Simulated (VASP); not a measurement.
A run of VASP 6.6.1:

File INCAR:

```
SYSTEM = Zn12S11O
ALGO     = Fast           ! electronic algorithm
EDIFF    = 1E-8           ! SCF threshold, eV
ENCUT    = 520            ! plane-wave cutoff, eV
GGA      = PE             ! functional
ISIF     = 2              ! what is computed and relaxed
ISMEAR   = -1             ! smearing method
LASPH    = .TRUE.         ! aspherical terms in the spheres
LCHARG   = .FALSE.        ! write CHGCAR
LEFG     = .TRUE.       
LREAL    = Auto         
LWAVE    = .FALSE.        ! write WAVECAR
NBANDS   = 126            ! bands
NELM     = 100            ! most SCF steps
PREC     = Accurate       ! precision mode
SIGMA    = 0.01           ! smearing width, eV
```

File KPOINTS:

```
k-points
0
G
  3 3 2
  0 0 0
```

Contents of POSCAR:

```
Zn12S11O
1.0
    5.7340500000      3.3105553110      0.0000000000
   -5.7340500000      3.3105553110      0.0000000000
    0.0000000000      0.0000000000     12.5200000000
Zn S O
12 11 1
Direct
    0.0000000000      0.0000000000      0.0000000000
    0.3333333333      0.6666666667      0.0000000000
    0.6666666667      0.3333333333      0.0000000000
    0.0000000000      0.0000000000      0.5000000000
    0.3333333333      0.6666666667      0.5000000000
    0.6666666667      0.3333333333      0.5000000000
    0.3333333333      0.3333333334      0.2500000000
    0.6666666667      0.0000000000      0.2500000000
    0.0000000000      0.6666666667      0.2500000000
    0.3333333333      1.0000000000      0.7500000000
    0.6666666667      0.6666666666      0.7500000000
    0.0000000000      0.3333333333      0.7500000000
    0.0000000000      0.0000000000      0.1875000000
    0.3333333333      0.6666666667      0.1875000000
    0.6666666667      0.3333333333      0.1875000000
    0.0000000000      0.0000000000      0.6875000000
    0.3333333333      0.6666666667      0.6875000000
    0.6666666667      0.3333333333      0.6875000000
    0.6666666667      0.0000000000      0.4375000000
    0.0000000000      0.6666666667      0.4375000000
    0.3333333333      1.0000000000      0.9375000000
    0.6666666667      0.6666666666      0.9375000000
    0.0000000000      0.3333333333      0.9375000000
    0.3333333333      0.3333333334      0.4375000000
```

Potentials or basis: VASP PAW PBE potentials, release 64 (Zn, S, O).

The run is started by

```console
$ cat potpaw_PBE.64/Zn/POTCAR potpaw_PBE.64/S/POTCAR potpaw_PBE.64/O/POTCAR > POTCAR
$ mpirun -np 1 vasp_std > vasp.out
```

Hardware: 1 thread of Intel(R) Xeon(R) Platinum 8559C (Emerald Rapids), on a shared host.

Problem. Estimate the wall time of this run.

Solution. Run time: 12 min on 1 thread of Intel(R) Xeon(R) Platinum 8559C (Emerald Rapids) (shared host), peak memory 0.65 GiB. Counts: scf iterations 26, k points 6.
